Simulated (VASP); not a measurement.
Data:

```
CELL_PARAMETERS angstrom
      3.33757     0.00000     0.00000
      0.00000     3.33757     0.00000
      0.00000     0.00000     3.33757
ATOMIC_POSITIONS crystal
  In 0.50000 0.50000 0.50000
  Pd 0.00000 0.00000 0.00000
```

Computed with r2SCAN meta-GGA, VASP's PBE PAW potentials (set 64) (plane waves; VASP). Settings: 520 eV cut-off, 11×11×11 Γ-centred mesh, first-order Methfessel-Paxton smearing of 0.10 eV, potentials In_d Pd.

Problem. Give the stress tensor in GPa (positive for a compressed cell).

Solution. 
```
-6.89   0.00   0.00
 0.00  -6.89   0.00
 0.00   0.00  -6.89
```
The pressure is its mean diagonal, -6.89 GPa.

The compound is PdIn in the CsCl type structure. This cell is one point of a volume scan, at 1.06 of the reference volume. The electron count is odd and the run is not spin-polarised, which forces a metal.
